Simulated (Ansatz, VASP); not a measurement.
# Hf (Hafnium) in two plane-wave programs, part 2 of 2

Aim: how closely do two programs agree when they are given the same cell, functional and k mesh? The cell is taken from a series of runs on this material, whose earlier steps may have relaxed, scaled, displaced or heated it; both programs get it as it stands.

VASP 6.6.1 and Ansatz 0.2.0.

So far: The starting structure; VASP: zone-centre phonons, LDA.

## Step 3: Ansatz: zone-centre phonons, LDA

Level of this step: Ansatz beside VASP: Kohn-Sham DFT, plane waves, LDA (Ansatz).

Ansatz runs on its PAW soft_1 files.

The same cell, functional (in two slightly different forms), mesh and smearing now go to Ansatz, which takes its cutoff from its data sets.

Input file input.yaml:

```yaml
crystal:
  lattice:
    - [3.1395478984, 0.0, 0.0]
    - [-1.5697739492, 2.7189282364, 0.0]
    - [0.0, 0.0, 4.8406419471]
  atoms:
    - { symbol: Hf, position: [0.3333333329, 0.6666666671, 0.25] }
    - { symbol: Hf, position: [0.6666666671, 0.3333333329, 0.75] }
kpoints:
  mp_grid: { grid: [15, 15, 8] }
hamiltonian:
  xc: lda
  pseudopotentials: { kind: paw, azcp: { folder: soft_1 }, xc_functional: pbe }
scf:
  occupations: { method: methfessel_paxton, width: 0.2 }
output:
  eigenvalues: true
phonons:
  method: dfpt
```

The run is started by

```
$ ansatz run input.yaml --threads 4 --pin off --max-ram 10240MiB --backend cpu --events-out ev --progress --plain --runs-dir out
```

Numbers of over 12 decimals in the logs are rounded to 6 here.

What it wrote:

```text
zone centre: on kpoints.mp_grid the ground state, and the responses unless they are solved on pairs of k-points, stand on 320 of the mesh's 1800 k-points, reduced under 4 symmetry operations, with k and −k counted as one. Each operation leaves every solved displacement unchanged or reverses it
Engine: ansatz 0.2.0, aarch64-unknown-linux-gnu
Pseudopotentials: kind: paw
Pseudopotential: Hf, paw, valence charge 26, recommended cutoff 420 eV (normal), soft_1/Hf.paw.azcp
Functional definition: SPW92
  exchange = slater_x
  correlation = pw_c
Crystal: 2 atoms, lattice volume = 41.321 Å³
Basis set: ecut = 420 eV, 797 PW (Γ), exchange–correlation on 48×48×72 points (8 copies of the dense FFT grid, shifted against one another)
Bands: 32, of which v1, the nominal top of the filled ones, is band 26 counted from 1 (25 counted from 0)
Symmetry: 24 space group operations
k-points: 320 of 1800 (irreducible under 4 space group operations, time reversal used)
Non-local potential: Hf, projectors of the file, l = 0: 3, l = 1: 2, l = 2: 2, l = 3: 3
PAW form: soft (Blöchl's): semilocal exchange-correlation on the pseudo side does not see the compensation charge
PAW frozen core: Hf, regenerated for the run's functional, and the local potential with it (the file was generated under x = pbe(κ = 0.804, μ = 0.219515), c = pbe(β = 0.066725))
PAW one-centre angular grid: Hf, 590 points (default); XC on 64 Gauss nodes
Initial density: superposition of atomic densities (chi_scale 0.1, normalization cell)
Initial wavefunctions: pseudopotential atomic-orbital guess
Functional: x = slater, c = lda
SCF iter   1: F=—  HF=-30955.197541 eV  |F-HF|=—  |Δ(HF+E_count)|=         —  Δρ=3.43e-2  dr2=5.67e-1  ethr=3.10e-3  ⟨swp⟩=5.2  Hψ=35473  notcnv=0
preconditioner: auto → Kerker (q_TF=auto, 2.835 Å⁻¹)  [metal: Δε(μ)=0.008 eV  Ē_g=16.993 eV  σ=0.200 eV  W_gap=0.04  n_scr=22 (ndim 8)  ℏωp=40.0 eV  f_vac=0.000  D(μ)=1.14/eV (n_scr^D=2)]
SCF iter   2: F=—  HF=-30955.065657 eV  |F-HF|=—  |Δ(HF+E_count)|=   1.32e-1  S|Δr|=    0.00e0  Δρ=2.13e-2  dr2=2.19e-1  ethr=1.09e-3  ⟨swp⟩=2.6  Hψ=19417  notcnv=0  defer=70
SCF iter   3: F=—  HF=-30955.012786 eV  |F-HF|=—  |Δ(HF+E_count)|=   5.29e-2  S|Δr|=    0.00e0  Δρ=8.38e-3  dr2=3.32e-2  ethr=4.22e-4  ⟨swp⟩=2.0  Hψ=16009  notcnv=0  defer=88
SCF iter   4: F=—  HF=-30954.974793 eV  |F-HF|=—  |Δ(HF+E_count)|=   3.80e-2  S|Δr|=    0.00e0  Δρ=3.15e-3  dr2=2.04e-3  ethr=6.39e-5  ⟨swp⟩=2.0  Hψ=18427  notcnv=0  defer=88
SCF iter   5: F=—  HF=-30954.975679 eV  |F-HF|=—  |Δ(HF+E_count)|=   8.86e-4  S|Δr|=    0.00e0  Δρ=6.38e-4  dr2=1.56e-4  ethr=3.93e-6  ⟨swp⟩=2.8  Hψ=17377  notcnv=0  defer=88
SCF iter   6: F=—  HF=-30954.975827 eV  |F-HF|=—  |Δ(HF+E_count)|=   1.48e-4  S|Δr|=    0.00e0  Δρ=1.47e-4  dr2=7.79e-6  ethr=3.00e-7  ⟨swp⟩=2.2  Hψ=18632  notcnv=0  defer=88
SCF iter   7: F=—  HF=-30954.975839 eV  |F-HF|=—  |Δ(HF+E_count)|=   1.20e-5  S|Δr|=    0.00e0  Δρ=3.24e-5  dr2=5.12e-7  ethr=1.50e-8  ⟨swp⟩=2.6  Hψ=18986  notcnv=0  defer=88
SCF iter   8: F=—  HF=-30954.975837 eV  |F-HF|=—  |Δ(HF+E_count)|=   1.64e-6  S|Δr|=    0.00e0  Δρ=5.89e-6  dr2=1.76e-8  ethr=9.84e-10  ⟨swp⟩=2.7  Hψ=17576  notcnv=0  defer=160
SCF iter   9: F=—  HF=-30954.975837 eV  |F-HF|=—  |Δ(HF+E_count)|=   5.57e-9  S|Δr|=    0.00e0  Δρ=1.12e-6  dr2=4.50e-10  ethr=3.39e-11  ⟨swp⟩=2.5  Hψ=18099  notcnv=0  defer=160
SCF iter  10: F=—  HF=-30954.975837 eV  |F-HF|=—  |Δ(HF+E_count)|=  2.91e-11  S|Δr|=    0.00e0  Δρ=2.08e-7  dr2=1.37e-11  ethr=1.00e-12  ⟨swp⟩=2.8  Hψ=19484  notcnv=0  defer=160
SCF iter  11: F=-30954.975837 eV  HF=-30954.975837 eV  |F-HF|=0.00e0  |Δ(HF+E_count)|=    0.00e0  S|Δr|=    0.00e0  Δρ=5.44e-8  dr2=7.46e-13  ethr=1.00e-12  ⟨swp⟩=11.5  Hψ=65397  notcnv=0
SCF 1 converged in 11 iterations: F = -30954.975837 eV  dr2 = 7.46e-13
  greatest PAW one-centre occupation: 0.998 electrons in one spin orbital (limit 2), on the Hf atom at site 1 (counted from 0), in its partial waves of l = 3
DFPT response loops at Γ: preconditioner auto → Kerker (q_TF=auto, 2.835 Å⁻¹) (partly filled bands, converged f_vac=0.000); β = 1.00, the filter's whole step (`scf.mixing.beta` (0.50) is not read by the response loops under this deck's `scf.mixing.preconditioner`; to damp them name `kerker` or `kerker_dos`, under which they read `scf.mixing.beta`, and type it under 1.00, their step now; both keys bind the ground state too); Broyden in place of MSR1
SCF converged after 11 iterations
Stability not checked: this state was not tested for a lower state beside it, because cold or Methfessel-Paxton smearing, or corrected tetrahedra, fill the levels in a way that the test cannot read (fill_not_monotonic; see scf.lower_state_search)
Free energy (F): -30954.975837 eV
Harris-Foulkes:  -30954.975837 eV  (|F-HF|=0.00e0)
Internal energy: -30954.980441 eV  (E = F + TS)
E sigma→0 (E₀):  -30954.976988 eV
Entropy (-TS):   0.004604 eV (2.302 meV/atom)
Fermi energy:    19.506983 eV
--- Per-component energies (eV) ---
  E_band       = 55.686519
  E_kinetic    = 825.738695
  E_local      = -12229.981164  (includes V_loc(G=0)·N_el)
  E_nonlocal   = 142.842295
  E_hartree    = 5981.557238
  E_xc         = -531.274143
  E_vxc        = -513.067455  (∫ρ·V_xc dr)
  E_paw        = -14907.769103  (= ΣΔE_a)
  E_vpaw       = -132.960518  (= ΣTr[D̂ρ^β])
  E_aug_tail   = 0.000218  (compensation charges beyond the density's cutoff)
  E_ewald      = -10241.008653
  E_core_change = 4.914176  (= ΣΔE_core)
  E_smearing   = 0.004604  (= −TS)
  E_closure    = 0.000000  (closes the sum)
  Σ components = -30954.975837   (vs F -30954.975837, Δ=0.00e0)
--- Band table (eV; the first three rows and the last of 320) ---
  k-point 0: bands = [... 22 lower, 11.8576, 15.5454, 20.5229, 20.5229, 20.7846, 21.1671, 21.5011, 21.5011, ... 2 higher]
  k-point 1: bands = [... 22 lower, 12.0232, 15.5066, 20.4029, 20.4029, 20.4898, 21.0222, 21.3468, 21.3468, ... 2 higher]
  k-point 2: bands = [... 22 lower, 12.4992, 15.3169, 19.9241, 20.2405, 20.2405, 20.6350, 20.9932, 20.9932, ... 2 higher]
  k-point 319: bands = [... 22 lower, 16.4320, 16.4320, 18.6645, 18.6645, 19.4493, 19.4493, 21.7364, 21.7364, ... 2 higher]
--- Phonons (Γ-DFPT): 2 representative perturbations + reference, on 320 of 1800 k-points (Σ response iterations 6) ---
  k mesh reduced under 4 symmetry operations, with k and −k counted as one. Each operation leaves every solved displacement unchanged or reverses it
  ASR residual: 3.279e-5 → 0.000e0 eV/Å²; symmetrization residual: 2.047e-12 eV/Å²
  ASR residual per site (eV/Å²): 3.28e-5 3.28e-5
  Γ frequencies (cm⁻¹): 0.00 0.00 0.00 76.46 76.46 130.32
  non-analytic LO–TO correction: not included (Born effective charges unavailable; polar crystals: no LO–TO splitting at Γ)
```

## Step 4: Differences

Known differences besides the potentials themselves: the data sets hold 52 valence electrons in Ansatz (on its PAW soft_1 files) and 20 in VASP; the cutoff is 420 eV in Ansatz and 500 eV in VASP; VASP's log shows a relativistic correction to its local exchange, Ansatz's none. Total energies have different zeros and are not compared.

Compared:

```
                  quantity  Ansatz   VASP  difference
optical mode 1 to 2 (cm⁻¹)    76.5   75.4     +1.43 %
     optical mode 3 (cm⁻¹)   130.3  129.6     +0.56 %
```

Modes are paired by rising frequency, not by their patterns, so a pair may set unlike modes beside each other; they are those without the splitting of longitudinal modes.

## Step 5: Results

| Quantity | Value |
| --- | --- |
| r.m.s. difference of the optical zone-centre modes, each program's sorted by frequency (zone-centre phonons, LDA) | 0.98 cm⁻¹ |
| difference in optical mode 1 to 2 (zone-centre phonons, LDA) | +1.4 % |

The r.m.s. difference of the optical zone-centre modes, each program's sorted by frequency is 0.98 cm⁻¹ (zone-centre phonons, LDA). The data sets hold unlike numbers of valence electrons (52 in Ansatz and 20 in VASP), so part of the differences comes from the potentials. Among the rows given in per cent, the largest difference of the zone-centre phonons, LDA pair is in optical mode 1 to 2, +1.4 %. How closely two codes agree says nothing of how well the functional describes the real material.

[Lines on the potential files, build, host, timing and source positions are cut from VASP's logs without a mark.]

[Logs are printed without paths, hosts, clocks, repeated set-up lines and the standing remarks that a program may print on its own settings, such as how far it seeks lower states.]

[Hosts, paths, dates, database ids (printed as entryN), source tags and the programs' standing remarks are cut or masked in the printed files.]
